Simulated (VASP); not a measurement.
Wanted: the native input for a VASP 6.6.1 run.

```
Task                   : single point
Functional             : PBE
Potentials or basis    : VASP PAW PBE potentials, release 64 (W_sv, C, F)
Cutoff                 : 520 eV
k mesh                 : 4 × 4 × 4
Occupations            : gaussian, width 0.1 eV
Spin                   : no spin polarisation
Dipole correction      : no
Further INCAR settings : ALGO = Fast; EDIFF = 1e-06; NBANDS = 24
```

The structure of WCF2 lies in POSCAR:

```
WCF2
1.0
    4.0120000000      0.0000000000      0.0000000000
    0.0000000000      4.0120000000      0.0000000000
    0.0000000000      0.0000000000      4.0120000000
W C F
1 1 2
Direct
    0.0000000000      0.0000000000      0.0000000000
    0.0000000000      0.0000000000      0.5000000000
    0.5000000000      0.0000000000      0.0000000000
    0.0000000000      0.5000000000      0.0000000000
```

The cell was built by a generator and needn't be a form met in nature.

The input as run:

INCAR

```
SYSTEM = WCF2
  PREC = Accurate
  ENCUT = 520
  EDIFF = 1E-6
  ISMEAR = 0
  SIGMA = 0.1
  LREAL = .False.
  LASPH = .True.
  NELM = 80
  ALGO = Fast
  ISIF = 2
  LWAVE = .False.
  LCHARG = .False.
  GGA = PE
  NBANDS = 24
```

KPOINTS

```
Automatic mesh
0
Gamma
  4 4 4
  0 0 0
```

Potentials or basis: VASP PAW PBE potentials, release 64 (W_sv, C, F).

The run is started by

```console
$ cat potpaw_PBE.64/W_sv/POTCAR potpaw_PBE.64/C/POTCAR potpaw_PBE.64/F/POTCAR > POTCAR
$ mpirun -np 1 vasp_std > vasp.out
```

Results of the run:

```yaml
Pressure: 0.2 GPa
Band_gap_on_the_k_mesh: none (metal or under the smearing width)
```

Caveat: the k mesh is coarse (spacing up to 0.39 Å⁻¹), so the values aren't converged.

Run time: 20 s on 1 thread of Intel(R) Xeon(R) 6975P-C (Granite Rapids) (shared host), peak memory 0.17 GiB.
